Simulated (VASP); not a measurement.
Output of a VASP run:

File OSZICAR:
```
       N       E                     dE             d eps       ncg     rms          rms(c)
DAV:   1     0.882246129227E+02    0.88225E+02   -0.83778E+03  8117   0.170E+03
DAV:   2    -0.312408915095E+01   -0.91349E+02   -0.88912E+02  7708   0.275E+02
DAV:   3    -0.504938707620E+01   -0.19253E+01   -0.19220E+01  9390   0.531E+01
DAV:   4    -0.506048430010E+01   -0.11097E-01   -0.11097E-01  8814   0.354E+00
DAV:   5    -0.506062763049E+01   -0.14333E-03   -0.14333E-03  9894   0.429E-01    0.921E+00
DAV:   6    -0.494541237821E+01    0.11522E+00   -0.15194E+01  8182   0.975E+01    0.576E+00
DAV:   7    -0.410907800465E+01    0.83633E+00   -0.35626E+00  8233   0.933E+01    0.230E+00
DAV:   8    -0.411266837808E+01   -0.35904E-02   -0.15573E-01 10869   0.517E+00    0.129E+00
DAV:   9    -0.410407398485E+01    0.85944E-02   -0.21521E-02  9066   0.375E+00    0.439E-02
DAV:  10    -0.410411176758E+01   -0.37783E-04   -0.50821E-04 10649   0.335E-01    0.258E-02
DAV:  11    -0.410411294262E+01   -0.11750E-05   -0.14210E-05 11153   0.781E-02    0.121E-02
DAV:  12    -0.410411145459E+01    0.14880E-05   -0.63861E-07  5443   0.252E-02    0.147E-03
DAV:  13    -0.410411100557E+01    0.44901E-06   -0.39219E-07  4939   0.154E-02
   1 F= -.41041110E+01 E0= -.41025596E+01  d E =-.310284E-02
```

File OUTCAR:
```
------------------------ aborting loop because EDIFF is reached ----------------------------------------
  FORCE on cell =-STRESS in cart. coord.  units (eV):
  Direction    XX          YY          ZZ          XY          YZ          ZX
  --------------------------------------------------------------------------------------
  Total        0.8719676      0.8598101      0.8271629     -0.0043144     -0.0393871      0.0086011
  in kB       54.4182907     53.6595573     51.6220874     -0.2692531     -2.4580953      0.5367830
  external PRESSURE =      53.2333118 kB  Pullay stress =       0.0000000 kB
  volume of cell :       25.67
      direct lattice vectors                 reciprocal lattice vectors
     2.950000000  0.000000000  0.000000000     0.338983051  0.000000000  0.000000000
     0.000000000  2.950000000  0.000000000     0.000000000  0.338983051  0.000000000
     0.000000000  0.000000000  2.950000000     0.000000000  0.000000000  0.338983051
 POSITION                                       TOTAL-FORCE (eV/Angst)
 -----------------------------------------------------------------------------------
      1.47862      1.45844      1.50671        -0.036627      0.166808     -0.316258
      2.94638      0.01656      2.91829         0.036627     -0.166808      0.316258
 -----------------------------------------------------------------------------------
    total drift:                                0.000375     -0.002087      0.001895
  FREE ENERGIE OF THE ION-ELECTRON SYSTEM (eV)
  ---------------------------------------------------
  free  energy   TOTEN  =        -4.1041110056 eV

  energy  without entropy=       -4.1010081667  energy(sigma->0) =       -4.10255959
```
(Selected blocks of OUTCAR.)

### POSCAR
```
CuZn
1
    2.9500000000     0.0000000000     0.0000000000
    0.0000000000     2.9500000000     0.0000000000
    0.0000000000     0.0000000000     2.9500000000
Zn Cu
1 1
Direct
  0.5012280000   0.4943850000   0.5107480000
 -0.0012280000   0.0056150000  -0.0107480000
```

Reconstruct the remaining input files.

Several could match; the one computed here: the input of the run itself, RPBE GGA, plane waves, VASP's PBE PAW potentials (set 64).

File KPOINTS:
```
K-points
0
gamma
8 8 8
0.5 0.5 0.5
```

INCAR:
```
ALGO = Normal
EDIFF = 1E-6
ENCUT = 300
GGA = RP
ISIF = 2
ISMEAR = -1
LASPH = .True.
LCHARG = .False.
LMAXMIX = 4
LREAL = .False.
LWAVE = .False.
NELM = 100
PREC = Accurate
SIGMA = 0.05
SYSTEM = CuZn
```

POTCAR, in this order: Zn Cu (PBE.64 set). Program: vasp_std.

At this cut-off the stress carries a Pulay error, which pulls relaxed volumes low.

The structure is a typed CuZn crystal. The cell was not relaxed at this level, atoms are displaced from their ideal sites. The run is one of a series of settings (GGA = RP against the base run), some of them coarse on purpose. The electron count is odd and the run is not spin-polarised, which forces a metal.
